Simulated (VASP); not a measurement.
Calculation: PBE GGA, VASP's PBE PAW potentials (set 64) (plane waves; VASP 6.6.1).

A VASP calculation is set up with these files.

KPOINTS:
```
kpoints
0
G
1 1 1
```

**INCAR**
```
SYSTEM = Cd32PTe31
PREC = Normal
ENCUT = 400
EDIFF = 1E-5
NELM = 100
ALGO = Fast
LREAL = Auto
LASPH = .TRUE.
ISMEAR = 0
SIGMA = 0.05
GGA = PE
LMAXMIX = 4
LWAVE = .FALSE.
LCHARG = .FALSE.
NELMIN = 4
ISYM = 0
NELECT = 576.0
IBRION = 2
ISIF = 2
NSW = 60
EDIFFG = -0.03
```

### POSCAR
```
Cd32PTe31
1
   13.2498873623     0.0000000000     0.0000000000
    0.0000000000    13.2498873623    -0.0000000000
   -0.0000000000    -0.0000000000    13.2498873623
Cd Te P
32 31 1
Direct
  0.5000000000   0.0000000000   0.0000000000
  0.7500000000   0.2500000000   0.0000000000
  0.7500000000   0.0000000000   0.2500000000
  0.0000000000   0.0000000000   0.0000000000
  0.2500000000   0.2500000000   0.0000000000
  0.5000000000   0.5000000000   0.0000000000
  0.7500000000   0.7500000000   0.0000000000
  0.2500000000   0.0000000000   0.2500000000
  0.5015620000   0.2537940000   0.2510550000
  0.7461780000   0.4967000000   0.2505270000
  0.5000000000   0.0000000000   0.5000000000
  0.7467190000   0.2483190000   0.4968030000
  0.7500000000   0.0000000000   0.7500000000
  0.0000000000   0.5000000000   0.0000000000
  0.2500000000   0.7500000000   0.0000000000
  0.0000000000   0.2500000000   0.2500000000
  0.2500000000   0.5000000000   0.2500000000
  0.5000000000   0.7500000000   0.2500000000
  0.0000000000   0.0000000000   0.5000000000
  0.2500000000   0.2500000000   0.5000000000
  0.4983860000   0.5003070000   0.4970230000
  0.7500000000   0.7500000000   0.5000000000
  0.2500000000   0.0000000000   0.7500000000
  0.5000000000   0.2500000000   0.7500000000
  0.7500000000   0.5000000000   0.7500000000
  0.0000000000   0.7500000000   0.2500000000
  0.0000000000   0.5000000000   0.5000000000
  0.2500000000   0.7500000000   0.5000000000
  0.0000000000   0.2500000000   0.7500000000
  0.2500000000   0.5000000000   0.7500000000
  0.5000000000   0.7500000000   0.7500000000
  0.0000000000   0.7500000000   0.7500000000
  0.6250000000   0.1250000000   0.1250000000
  0.8750000000   0.3750000000   0.1250000000
  0.8750000000   0.1250000000   0.3750000000
  0.1250000000   0.1250000000   0.1250000000
  0.3750000000   0.3750000000   0.1250000000
  0.6250000000   0.6250000000   0.1250000000
  0.8750000000   0.8750000000   0.1250000000
  0.3750000000   0.1250000000   0.3750000000
  0.8750000000   0.6250000000   0.3750000000
  0.6250000000   0.1250000000   0.6250000000
  0.8750000000   0.3750000000   0.6250000000
  0.8750000000   0.1250000000   0.8750000000
  0.1250000000   0.6250000000   0.1250000000
  0.3750000000   0.8750000000   0.1250000000
  0.1250000000   0.3750000000   0.3750000000
  0.3750000000   0.6250000000   0.3750000000
  0.6250000000   0.8750000000   0.3750000000
  0.1250000000   0.1250000000   0.6250000000
  0.3750000000   0.3750000000   0.6250000000
  0.6250000000   0.6250000000   0.6250000000
  0.8750000000   0.8750000000   0.6250000000
  0.3750000000   0.1250000000   0.8750000000
  0.6250000000   0.3750000000   0.8750000000
  0.8750000000   0.6250000000   0.8750000000
  0.1250000000   0.8750000000   0.3750000000
  0.1250000000   0.6250000000   0.6250000000
  0.3750000000   0.8750000000   0.6250000000
  0.1250000000   0.3750000000   0.8750000000
  0.3750000000   0.6250000000   0.8750000000
  0.6250000000   0.8750000000   0.8750000000
  0.1250000000   0.8750000000   0.8750000000
  0.6212830000   0.3722190000   0.3761210000
```

POTCAR, in this order: Cd Te P (PBE.64 set). Program: vasp_gam.

What VASP printed:

**OSZICAR**
```
...
RMM:   6    -0.150554022919E+03   -0.15797E-05   -0.94812E-05   525   0.110E-02
   4 F= -.15055402E+03 E0= -.15055402E+03  d E =-.749849E+00
       N       E                     dE             d eps       ncg     rms          rms(c)
DAV:   1    -0.150607594572E+03   -0.53573E-01   -0.43055E+01   708   0.865E+00    0.138E+00
RMM:   2    -0.150638197253E+03   -0.30603E-01   -0.36134E-01   690   0.900E-01    0.369E-01
RMM:   3    -0.150642164246E+03   -0.39670E-02   -0.47376E-02   690   0.338E-01    0.298E-01
RMM:   4    -0.150642215603E+03   -0.51357E-04   -0.73514E-03   691   0.132E-01    0.190E-01
RMM:   5    -0.150642267714E+03   -0.52111E-04   -0.21121E-03   690   0.673E-02    0.433E-02
RMM:   6    -0.150642292863E+03   -0.25149E-04   -0.40682E-04   640   0.270E-02    0.287E-02
RMM:   7    -0.150642300577E+03   -0.77142E-05   -0.10588E-04   554   0.143E-02    0.105E-02
RMM:   8    -0.150642302342E+03   -0.17654E-05   -0.22926E-05   446   0.642E-03
   5 F= -.15064230E+03 E0= -.15064230E+03  d E =-.882794E-01
       N       E                     dE             d eps       ncg     rms          rms(c)
DAV:   1    -0.150633806715E+03    0.84939E-02   -0.51024E+01   708   0.948E+00    0.150E+00
RMM:   2    -0.150669989076E+03   -0.36182E-01   -0.42744E-01   690   0.988E-01    0.413E-01
RMM:   3    -0.150674637417E+03   -0.46483E-02   -0.55861E-02   690   0.369E-01    0.326E-01
RMM:   4    -0.150674690329E+03   -0.52913E-04   -0.86976E-03   691   0.144E-01    0.208E-01
RMM:   5    -0.150674755524E+03   -0.65195E-04   -0.25145E-03   690   0.734E-02    0.476E-02
RMM:   6    -0.150674784699E+03   -0.29175E-04   -0.48887E-04   657   0.294E-02    0.330E-02
RMM:   7    -0.150674793645E+03   -0.89468E-05   -0.12283E-04   565   0.154E-02    0.108E-02
RMM:   8    -0.150674795640E+03   -0.19949E-05   -0.24870E-05   443   0.677E-03
   6 F= -.15067480E+03 E0= -.15067480E+03  d E =-.120773E+00
       N       E                     dE             d eps       ncg     rms          rms(c)
DAV:   1    -0.150690988187E+03   -0.16195E-01   -0.13021E+01   708   0.578E+00    0.856E-01
RMM:   2    -0.150702589447E+03   -0.11601E-01   -0.13834E-01   690   0.594E-01    0.214E-01
RMM:   3    -0.150704256614E+03   -0.16672E-02   -0.18535E-02   690   0.229E-01    0.190E-01
RMM:   4    -0.150704336367E+03   -0.79753E-04   -0.28589E-03   693   0.887E-02    0.122E-01
RMM:   5    -0.150704365541E+03   -0.29174E-04   -0.88274E-04   696   0.457E-02    0.231E-02
RMM:   6    -0.150704372188E+03   -0.66475E-05   -0.14507E-04   607   0.171E-02    0.171E-02
RMM:   7    -0.150704374174E+03   -0.19856E-05   -0.38787E-05   478   0.928E-03
   7 F= -.15070437E+03 E0= -.15070437E+03  d E =-.295785E-01
       N       E                     dE             d eps       ncg     rms          rms(c)
DAV:   1    -0.150705398207E+03   -0.10260E-02   -0.66372E+00   708   0.413E+00    0.617E-01
RMM:   2    -0.150711324495E+03   -0.59263E-02   -0.70594E-02   690   0.424E-01    0.155E-01
RMM:   3    -0.150712176558E+03   -0.85206E-03   -0.94706E-03   690   0.163E-01    0.136E-01
RMM:   4    -0.150712217756E+03   -0.41198E-04   -0.14660E-03   693   0.635E-02    0.861E-02
RMM:   5    -0.150712234067E+03   -0.16311E-04   -0.44537E-04   696   0.326E-02    0.164E-02
RMM:   6    -0.150712237380E+03   -0.33127E-05   -0.72592E-05   538   0.122E-02
   8 F= -.15071224E+03 E0= -.15071224E+03  d E =-.374417E-01
       N       E                     dE             d eps       ncg     rms          rms(c)
DAV:   1    -0.150712270494E+03   -0.36427E-04   -0.96468E-02   756   0.497E-01    0.732E-02
RMM:   2    -0.150712361902E+03   -0.91408E-04   -0.10616E-03   690   0.515E-02    0.198E-02
RMM:   3    -0.150712374401E+03   -0.12499E-04   -0.14145E-04   663   0.197E-02    0.193E-02
RMM:   4    -0.150712374632E+03   -0.23092E-06   -0.22235E-05   428   0.764E-03
   9 F= -.15071237E+03 E0= -.15071237E+03  d E =-.375790E-01
       N       E                     dE             d eps       ncg     rms          rms(c)
DAV:   1    -0.150713392370E+03   -0.10180E-02   -0.11084E+01   708   0.527E+00    0.468E-01
RMM:   2    -0.150718273584E+03   -0.48812E-02   -0.60593E-02   690   0.453E-01    0.126E-01
RMM:   3    -0.150719022405E+03   -0.74882E-03   -0.88131E-03   690   0.172E-01    0.998E-02
RMM:   4    -0.150718983600E+03    0.38804E-04   -0.12417E-03   690   0.641E-02    0.602E-02
RMM:   5    -0.150718985955E+03   -0.23548E-05   -0.40932E-04   690   0.338E-02    0.189E-02
RMM:   6    -0.150718987243E+03   -0.12882E-05   -0.77501E-05   591   0.134E-02
  10 F= -.15071899E+03 E0= -.15071899E+03  d E =-.661261E-02
       N       E                     dE             d eps       ncg     rms          rms(c)
DAV:   1    -0.150719182771E+03   -0.19682E-03   -0.37318E-01   756   0.967E-01    0.793E-02
RMM:   2    -0.150719350250E+03   -0.16748E-03   -0.20292E-03   690   0.828E-02    0.226E-02
RMM:   3    -0.150719375666E+03   -0.25417E-04   -0.29111E-04   690   0.313E-02    0.210E-02
RMM:   4    -0.150719373956E+03    0.17105E-05   -0.42091E-05   530   0.116E-02
  11 F= -.15071937E+03 E0= -.15071937E+03  d E =-.699932E-02
       N       E                     dE             d eps       ncg     rms          rms(c)
DAV:   1    -0.150719428889E+03   -0.53223E-04   -0.71586E-02   723   0.424E-01    0.394E-02
RMM:   2    -0.150719459575E+03   -0.30686E-04   -0.40619E-04   690   0.367E-02    0.110E-02
RMM:   3    -0.150719465043E+03   -0.54687E-05   -0.60866E-05   598   0.141E-02    0.919E-03
RMM:   4    -0.150719465038E+03    0.51878E-08   -0.87347E-06   396   0.521E-03
  12 F= -.15071947E+03 E0= -.15071947E+03  d E =-.709041E-02
       N       E                     dE             d eps       ncg     rms          rms(c)
DAV:   1    -0.150719335541E+03    0.12950E-03   -0.28330E-01   708   0.843E-01    0.756E-02
RMM:   2    -0.150719459286E+03   -0.12375E-03   -0.15571E-03   690   0.723E-02    0.203E-02
RMM:   3    -0.150719478858E+03   -0.19572E-04   -0.22749E-04   689   0.276E-02    0.162E-02
RMM:   4    -0.150719477991E+03    0.86702E-06   -0.32801E-05   466   0.103E-02
  13 F= -.15071948E+03 E0= -.15071948E+03  d E =-.710336E-02
       N       E                     dE             d eps       ncg     rms          rms(c)
DAV:   1    -0.150719413671E+03    0.65187E-04   -0.14988E-01   708   0.613E-01    0.544E-02
RMM:   2    -0.150719480597E+03   -0.66927E-04   -0.81092E-04   690   0.525E-02    0.143E-02
RMM:   3    -0.150719490302E+03   -0.97050E-05   -0.11728E-04   647   0.200E-02    0.109E-02
RMM:   4    -0.150719489542E+03    0.76089E-06   -0.16949E-05   398   0.736E-03
  14 F= -.15071949E+03 E0= -.15071949E+03  d E =-.711491E-02
       N       E                     dE             d eps       ncg     rms          rms(c)
DAV:   1    -0.150719477282E+03    0.13021E-04   -0.37383E-02   708   0.306E-01    0.273E-02
RMM:   2    -0.150719494092E+03   -0.16811E-04   -0.20331E-04   687   0.263E-02    0.705E-03
RMM:   3    -0.150719496632E+03   -0.25395E-05   -0.30226E-05   426   0.101E-02    0.571E-03
RMM:   4    -0.150719496453E+03    0.17912E-06   -0.43522E-06   363   0.351E-03
  15 F= -.15071950E+03 E0= -.15071950E+03  d E =-.712182E-02
       N       E                     dE             d eps       ncg     rms          rms(c)
DAV:   1    -0.150719652817E+03   -0.15619E-03   -0.17686E+00   708   0.211E+00    0.254E-01
RMM:   2    -0.150720799517E+03   -0.11467E-02   -0.13223E-02   690   0.201E-01    0.634E-02
RMM:   3    -0.150720967613E+03   -0.16810E-03   -0.18217E-03   690   0.767E-02    0.544E-02
RMM:   4    -0.150720973822E+03   -0.62090E-05   -0.26861E-04   692   0.293E-02    0.357E-02
RMM:   5    -0.150720976601E+03   -0.27797E-05   -0.76448E-05   600   0.149E-02
  16 F= -.15072098E+03 E0= -.15072098E+03  d E =-.148015E-02
```

OUTCAR:
```
------------------------ aborting loop because EDIFF is reached ----------------------------------------
  FORCE on cell =-STRESS in cart. coord.  units (eV):
  Direction    XX          YY          ZZ          XY          YZ          ZX
  --------------------------------------------------------------------------------------
  Total        0.9136964      0.8662906      0.8965606      0.0048614     -0.0703112      0.0080275
  in kB        0.6293264      0.5966747      0.6175237      0.0033484     -0.0484282      0.0055291
  external PRESSURE =       0.6145083 kB  Pullay stress =       0.0000000 kB
  volume of cell :     2326.14
      direct lattice vectors                 reciprocal lattice vectors
    13.249887362  0.000000000  0.000000000     0.075472340  0.000000000  0.000000000
     0.000000000 13.249887362  0.000000000     0.000000000  0.075472340  0.000000000
     0.000000000  0.000000000 13.249887362     0.000000000  0.000000000  0.075472340
  FREE ENERGIE OF THE ION-ELECTRON SYSTEM (eV)
  ---------------------------------------------------
  free  energy   TOTEN  =      -150.7209766015 eV

  energy  without entropy=     -150.7209766015  energy(sigma->0) =     -150.72097660

 reached required accuracy - stopping structural energy minimisation
```
(Selected blocks of OUTCAR.)

CONTCAR:
```
Cd32PTe31
   1.00000000000000
    13.2498873623000009    0.0000000000000000    0.0000000000000000
     0.0000000000000000   13.2498873623000009    0.0000000000000000
     0.0000000000000000    0.0000000000000000   13.2498873623000009
  Cd              Te              P
    32    31     1
Direct
     0.5011226459011797    0.0014112058129225    0.0013194379058148
     0.7499601865842360    0.2499806893090226    0.0017931368259979
     0.7499274296935405    0.0017791198088453    0.2498846733030885
     0.9999078510828969    0.0000616164026633    0.0000438253788838
     0.2511117986336825    0.2507676821109956    0.0011811182306622
     0.4998877295294624    0.5001624097470776    0.0020092536543928
     0.7491573116720623    0.7485733842708330    0.0013155169633921
     0.2511844136068803    0.0012118472496895    0.2508149271766929
     0.5137968300698983    0.2644325050351390    0.2641860252371418
     0.7348931496584679    0.4849188046619743    0.2645607124618485
     0.4996756839602378    0.0020238004143797    0.4998586604058811
     0.7350433172903236    0.2637933523014462    0.4852448140789234
     0.7492063869526023    0.0011295011790243    0.7488002423982473
     0.9984401555465522    0.4988991328593563    0.0013610949844107
     0.2502066837279778    0.7497466803518740    0.0001298452281409
     0.9981204373709723    0.2500170246796513    0.2499759176559762
     0.2514841082528657    0.5000042522361763    0.2498977336464416
     0.5000451568929077    0.7483579261967955    0.2498037903915379
     0.9985275604288604    0.0013940297727958    0.4988665912523204
     0.2514999728082932    0.2499641346130940    0.5000253659049426
     0.5133339200252715    0.4859506790551858    0.4855825179687123
     0.7500240879868394    0.7480504996424379    0.4998911823196254
     0.2501925443722541    0.0001603429706365    0.7497113523291009
     0.4998996637598078    0.2499733038476505    0.7483152695484588
     0.7500304486253332    0.4998045526397449    0.7479728713312640
     0.9983244671750878    0.7484713761719742    0.2510451349812091
     0.9975936724881010    0.4999971972672269    0.5000420325541942
     0.2510576088319274    0.7488470026737173    0.4990599819064360
     0.9983805180934169    0.2510805581333672    0.7484331178559580
     0.2510777531634348    0.4989618190469404    0.7488063520112941
     0.5011603257699005    0.7486211640898054    0.7485662039660266
     0.9998215331429976    0.7497280289780696    0.7497769192683786
     0.6231127006833597    0.1277357691481042    0.1277007253638198
     0.8721260399456509    0.3767771752756918    0.1277746835756003
     0.8722925811079701    0.1275951992875748    0.3766326214283069
     0.1249079843313474    0.1251065692212472    0.1251415066955421
     0.3772595143311510    0.3731056614126078    0.1273768535356165
     0.6269484992592832    0.6223226654070485    0.1276138806993845
     0.8748374517031641    0.8749637933845564    0.1251030776180633
     0.3771951124430354    0.1275490183347501    0.3729841257823361
     0.8720177879011110    0.6221033842638146    0.3728942848358963
     0.6267357530957887    0.1272919311332017    0.6225606712269361
     0.8720440852728543    0.3728068917634809    0.6220773155135244
     0.8748690587683060    0.1251677295835711    0.8749766527893289
     0.1248305284991834    0.6248815763969467    0.1250315716626331
     0.3751180205677202    0.8750562560593464    0.1250067066962134
     0.1248122113743487    0.3750646964208951    0.3750529703241800
     0.3771707180632012    0.6227614342769475    0.3764220304304439
     0.6249360680632658    0.8750200229623327    0.3750010652907827
     0.1249029273926162    0.1251023446929092    0.6248436983869406
     0.3771662578348345    0.3765768249793332    0.6226201896716926
     0.6232150321297232    0.6223177935756793    0.6222219854808188
     0.8748500356282025    0.8748972328474441    0.6247514181776322
     0.3751311865512666    0.1250763846492583    0.8749796949753681
     0.6249404026529237    0.3750284463768560    0.8749950131496584
     0.8747952338660270    0.6247184472828613    0.8748688923910023
     0.1248047695313178    0.8749770906248270    0.3748461704951425
     0.1248592720697199    0.6247164703063183    0.6247425087235393
     0.3751267972044140    0.8749208436559757    0.6248364533962406
     0.1247716628614028    0.3748971795666164    0.8749796560610064
     0.3751268598623234    0.6248710570177441    0.8748889851839575
     0.6250205021078370    0.8749075943683765    0.8750378358533377
     0.1250517992896532    0.8749159866179695    0.8748978288064047
     0.6240557925087205    0.3748299055752003    0.3753923066532501
```

OUTCAR:
```
 val. band max:        1.7705403613   @ k =   0.0000   0.0000   0.0000

 cond. band min:       2.2892859880   @ k =   0.0000   0.0000   0.0000


 Fermi energy:         2.0144901317

 k-point     1 :       0.0000    0.0000    0.0000
  band No.  band energies     occupation
      1      -9.0544      2.00000
      2      -8.8413      2.00000
      3      -8.8408      2.00000
      4      -8.8405      2.00000
      5      -8.8354      2.00000
      6      -8.8353      2.00000
      7      -8.8230      2.00000
      8      -8.7629      2.00000
      9      -8.7628      2.00000
     10      -8.7626      2.00000
     11      -8.7552      2.00000
     12      -8.7327      2.00000
     13      -8.7323      2.00000
     14      -8.7321      2.00000
     15      -8.7253      2.00000
     16      -8.7247      2.00000
     17      -8.6911      2.00000
     18      -8.6901      2.00000
     19      -8.6893      2.00000
     20      -8.6664      2.00000
     21      -8.6568      2.00000
     22      -8.6556      2.00000
     23      -8.6533      2.00000
     24      -8.6417      2.00000
     25      -8.6413      2.00000
     26      -8.6152      2.00000
     27      -8.5839      2.00000
     28      -8.5825      2.00000
     29      -8.5820      2.00000
     30      -8.5662      2.00000
     31      -8.5646      2.00000
     32      -7.8861      2.00000
     33      -6.4012      2.00000
     34      -6.4011      2.00000
     35      -6.4010      2.00000
     36      -6.3713      2.00000
     37      -6.3712      2.00000
     38      -6.3710      2.00000
     39      -6.3708      2.00000
     40      -6.3706      2.00000
     41      -6.3679      2.00000
     42      -6.3676      2.00000
     43      -6.3674      2.00000
     44      -6.3515      2.00000
     45      -6.3513      2.00000
     46      -6.3512      2.00000
     47      -6.3501      2.00000
     48      -6.3499      2.00000
     49      -6.3498      2.00000
     50      -6.3426      2.00000
     51      -6.3422      2.00000
...
```

The cell is charged, with a uniform compensating background. The supercell is sampled at Γ alone, which is coarse: total energies, pressure and levels can be off, energies of defects by several tenths of an eV. Unless said otherwise, spin-orbit coupling is left out, though it shifts the bands of the heavy elements here.

The cell is a supercell with a defect, built from CdTe (zinc blende): P_Te, charge -1. The run is not spin-polarised, so no state with unpaired spins was tried.
